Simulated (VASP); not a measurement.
Input:

```xyz
5
Lattice="4.1288 0.0000 0.0000 0.0000 4.1288 0.0000 0.0000 0.0000 4.1288" Properties=species:S:1:pos:R:3 pbc="T T T"
K      0.0000     0.0000     0.0000
Zn     2.0644     2.0644     2.0644
F      2.0644     0.0000     2.0644
F      0.0000     2.0644     2.0644
F      2.0644     2.0644     0.0000
```

Computed with modified Becke-Johnson potential (mBJ), VASP's PBE PAW potentials (set 64) (plane waves; VASP). Settings: 520 eV cut-off, 4×4×4 Γ-centred mesh, Gaussian smearing of 0.050 eV, potentials K_sv Zn F.

mBJ is a potential without an energy functional, so only the levels count.

Question: Give the energies of bands 9 to 22 at the high-symmetry points, in eV from the valence-band maximum.

Answer: 
```json
[
 {"band": "9", "Γ": "-3.78", "X": "-3.64", "M": "-4.54", "R": "-4.54"},
 {"band": "10", "Γ": "-3.78", "X": "-3.64", "M": "-3.69", "R": "-4.54"},
 {"band": "11", "Γ": "-2.30", "X": "-2.98", "M": "-3.42", "R": "-3.56"},
 {"band": "12", "Γ": "-2.30", "X": "-2.98", "M": "-3.03", "R": "-3.56"},
 {"band": "13", "Γ": "-2.30", "X": "-2.76", "M": "-3.03", "R": "-3.56"},
 {"band": "14", "Γ": "-2.19", "X": "-2.39", "M": "-2.49", "R": "-1.88"},
 {"band": "15", "Γ": "-2.19", "X": "-2.25", "M": "-2.49", "R": "-1.88"},
 {"band": "16", "Γ": "-2.16", "X": "-2.25", "M": "-1.89", "R": "-1.88"},
 {"band": "17", "Γ": "-2.16", "X": "-2.19", "M": "-1.68", "R": "-1.47"},
 {"band": "18", "Γ": "-2.16", "X": "-2.16", "M": "-1.57", "R": "-1.47"},
 {"band": "19", "Γ": "-2.15", "X": "-1.55", "M": "-1.57", "R": "-1.47"},
 {"band": "20", "Γ": "-2.15", "X": "-1.55", "M": "-1.50", "R": "0.00"},
 {"band": "21", "Γ": "-2.15", "X": "-0.99", "M": "0.00", "R": "0.00"},
 {"band": "22", "Γ": "6.76", "X": "9.05", "M": "10.01", "R": "10.31"}
]
```

The gap is indirect, 6.76 eV, from the valence maximum at R to the conduction minimum at Γ.

The compound is KZnF3 in the cubic perovskite structure. It was relaxed first, which changed the volume by +6 %. The cell's shape comes from a PBE relaxation.
